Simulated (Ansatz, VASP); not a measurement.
# Cross-check of HfCo between VASP and Ansatz, part 2 of 2

Aim: how closely do two programs agree when they are given the same cell, functional and k mesh? The cell is taken from a series of runs on this material, whose earlier steps may have relaxed, scaled, displaced or heated it; both programs get it as it stands.

VASP 6.6.1 and Ansatz 0.2.0.

So far: The starting structure; VASP: relaxation of cell and atoms, PBEsol; Ansatz: relaxation of cell and atoms, PBEsol; Differences.

## Step 5: Ansatz: zone-centre phonons, PBEsol

Level of this step: Ansatz beside VASP: Kohn-Sham DFT, plane waves, PBEsol (Ansatz).

Second derivatives magnify differences that forces hide, and they need a tight electronic threshold.

The cell is taken from a series of runs on this material, whose earlier steps may have relaxed, scaled, displaced or heated it; both programs get it as it stands.

input.yaml

```yaml
crystal:
  lattice:
    - [3.109337523, 0.0, 0.0]
    - [0.0, 3.109337523, 0.0]
    - [0.0, 0.0, 3.109337523]
  atoms:
    - { symbol: Hf, position: [0.5, 0.5, 0.5] }
    - { symbol: Co, position: [0.0, 0.0, 0.0] }
kpoints:
  mp_grid: { grid: [16, 16, 16] }
hamiltonian:
  xc: pbesol
  pseudopotentials: { kind: paw, azcp: { folder: soft_1 }, xc_functional: pbe }
scf:
  occupations: { method: methfessel_paxton, width: 0.2 }
output:
  eigenvalues: true
phonons:
  method: dfpt
```

On the command line:

```console
$ ansatz run input.yaml --threads 4 --pin off --max-ram 10240MiB --backend cpu --events-out ev --progress --plain --runs-dir out
```

Numbers of over 12 decimals in the logs are rounded to 6 here.

Log:

```text
[...]
Crystal: 2 atoms, lattice volume = 30.061 Å³
Basis set: ecut = 420 eV, 587 PW (Γ), exchange–correlation on 48×48×48 points (8 copies of the dense FFT grid, shifted against one another)
Bands: 26, of which v1, the nominal top of the filled ones, is band 22 counted from 1 (21 counted from 0)
Symmetry: 48 space group operations
k-points: 405 of 4096 (irreducible under 8 space group operations, time reversal used)
[...]
k mesh reduced under 8 symmetry operations, with k and −k counted as one. Each operation leaves every solved perturbation unchanged. A smaller set is not used because it would not reduce the number of displacements times k-points to solve
  ASR residual: 4.785e-5 → 0.000e0 eV/Å²; symmetrization residual: 7.824e-6 eV/Å²
  ASR residual per site (eV/Å²): 4.78e-5 1.10e-5
  Γ frequencies (cm⁻¹): 0.00 0.00 0.00 171.94 171.94 171.94
  non-analytic LO–TO correction: not included (Born effective charges unavailable; polar crystals: no LO–TO splitting at Γ)
[key lines of the parts left out:]
SCF converged after 13 iterations
Free energy (F): -20692.557555 eV
Fermi energy:    20.329617 eV
```

## Step 6: VASP: zone-centre phonons, PBEsol

The same cell, functional, mesh and smearing now go to VASP, with its own data sets.

INCAR

```
SYSTEM = HfCo
PREC = Accurate
ENCUT = 600
EDIFF = 1E-08
NELM = 120
ISMEAR = 1
SIGMA = 0.2
LREAL = .FALSE.
ALGO = Normal
GGA = PS
NBANDS = 15
LASPH = .TRUE.
LORBIT = 11
LWAVE = .FALSE.
LCHARG = .FALSE.
ISIF = 2
IBRION = 8
GGA_COMPAT = .FALSE.
KPAR = 2
```

POSCAR

```
HfCo
1.0
    3.1093375230      0.0000000000      0.0000000000
    0.0000000000      3.1093375230      0.0000000000
    0.0000000000      0.0000000000      3.1093375230
Hf Co
1 1
Direct
    0.5000000000      0.5000000000      0.5000000000
    0.0000000000      0.0000000000      0.0000000000
```

KPOINTS

```
Automatic mesh
0
Gamma
16 16 16
0 0 0
```

The projector-augmented-wave data sets are Hf_pv and Co (PBE family, release 64).

On the command line:

```console
$ mpirun -np 2 vasp_std
```

Log:

```text
[banner, memory and clock lines left out]
running    2 mpi-ranks, on    1 nodes
[...]
[... a notice as in an earlier step ...]

 LDA part: xc-table for (Slater+PW92), standard interpolation
 POSCAR, INCAR and KPOINTS ok, starting setup
[...]
entering main loop
       N       E                     dE             d eps       ncg     rms          rms(c)
DAV:   1     0.817604467450E+02    0.81760E+02   -0.10158E+04  4998   0.149E+03
DAV:   2    -0.168470814810E+02   -0.98608E+02   -0.93341E+02  5377   0.305E+02
DAV:   3    -0.207642006016E+02   -0.39171E+01   -0.38226E+01  6469   0.578E+01
DAV:   4    -0.208345864761E+02   -0.70386E-01   -0.70323E-01  5637   0.778E+00
[...]
DAV:  18    -0.190505067991E+02   -0.23573E-06   -0.95510E-07  7105   0.129E-02    0.599E-03
DAV:  19    -0.190505066202E+02    0.17896E-06   -0.62614E-07  7046   0.107E-02    0.228E-03
DAV:  20    -0.190505066122E+02    0.79285E-08   -0.25179E-08  3772   0.215E-03
   1 F= -.19050507E+02 E0= -.19050931E+02  d E =0.127422E-02
[...]
RMM:  16    -0.214548043216E+00   -0.85378E-08   -0.29678E-07 25634   0.156E-05    0.935E-07
RMM:  17    -0.214548044571E+00   -0.13549E-08   -0.17190E-07 20772   0.103E-05    0.641E-07
RMM:  18    -0.214548045601E+00   -0.10294E-08   -0.97765E-08 17037   0.716E-06    0.682E-07
 first order change of Fermi-energy  -0.19633E-02
 force on displaced ion       1 direction 1 :  -4.661  -0.000  -0.000
 Linear response progress:
  Degree of freedom:   2/  2
       N       E                     dE             d eps       ncg     rms          rms(c)
RMM:   1    -0.167179964183E+00   -0.16718E+00   -0.91820E-02 23681   0.343E+00
RMM:   2    -0.167959144242E+00   -0.77918E-03   -0.46395E-03 18017   0.647E-01    0.304E-01
RMM:   3    -0.167979709640E+00   -0.20565E-04   -0.34248E-04 18807   0.141E-01    0.157E-01
RMM:   4    -0.168335969494E+00   -0.35626E-03   -0.22625E-04 18905   0.114E-01    0.493E-02
[...]
RMM:  12    -0.168353694302E+00    0.11275E-06   -0.15535E-10 20869   0.368E-05    0.307E-05
RMM:  13    -0.168353727120E+00   -0.32818E-07   -0.66480E-11 19267   0.284E-05    0.154E-05
RMM:  14    -0.168353727619E+00   -0.49975E-09   -0.12751E-11 21769   0.875E-06    0.797E-06
 first order change of Fermi-energy   0.29635E-02
 force on displaced ion       2 direction 1 :  -4.656   0.000   0.000
 Linear response finished
```

From OUTCAR (step 6):

```text
  Total       -0.2084056     -0.2084056     -0.2084056      0.0000000      0.0000000      0.0000000
  in kB      -11.1074991    -11.1074991    -11.1074991      0.0000000      0.0000000      0.0000000
  external PRESSURE =     -11.1074991 kB  Pullay stress =       0.0000000 kB

 POSITION                                       TOTAL-FORCE (eV/Angst)
 -----------------------------------------------------------------------------------
      1.55467      1.55467      1.55467         0.000000      0.000000      0.000000
      0.00000      0.00000      0.00000         0.000000      0.000000      0.000000
 -----------------------------------------------------------------------------------
    total drift:                               -0.000000      0.000000      0.000000

[... 1 part as in an earlier step ...]

[... 1 further part left out ...]
```

## Step 7: Comparison

What differs besides the data sets and the points named for the pairs above, as far as they apply: the data sets hold 43 valence electrons in Ansatz (on its PAW soft_1 files) and 19 in VASP. Total energies have different zeros and are not compared.

The two programs side by side:

| quantity | Ansatz | VASP | difference |
| --- | --- | --- | --- |
| optical mode 1 to 3 (cm⁻¹) | 171.9 | 169.1 | +1.70 % |

Modes are paired by rising frequency, not by their patterns, so a pair may set unlike modes beside each other; they are those without the splitting of longitudinal modes.

## Step 8: Summary of results

```
difference in volume (relaxation of cell and atoms, PBEsol)                                                          : 0.63 %
r.m.s. difference of the optical zone-centre modes, each program's sorted by frequency (zone-centre phonons, PBEsol) : 2.9 cm⁻¹
difference in optical mode 1 to 3 (zone-centre phonons, PBEsol)                                                      : +1.7 %
```

The difference in volume is 0.63 % (relaxation of cell and atoms, PBEsol), within the 1.2 % picked in this series as the mark of a large difference, as far as the stopping tolerances let one tell. The data sets hold unlike numbers of valence electrons (43 in Ansatz and 19 in VASP), so part of the differences comes from the potentials. Among the rows given in per cent, the largest difference of the zone-centre phonons, PBEsol pair is in optical mode 1 to 3, +1.7 %. How closely two codes agree says nothing of how well the functional describes the real material.

[Lines on the potential files, build, host, timing and source positions are cut from VASP's logs without a mark.]

[Logs are printed without paths, hosts, clocks, repeated set-up lines and the standing remarks that a program may print on its own settings, such as how far it seeks lower states.]

[Hosts, paths, dates, database ids (printed as entryN), source tags and the programs' standing remarks are cut or masked in the printed files.]
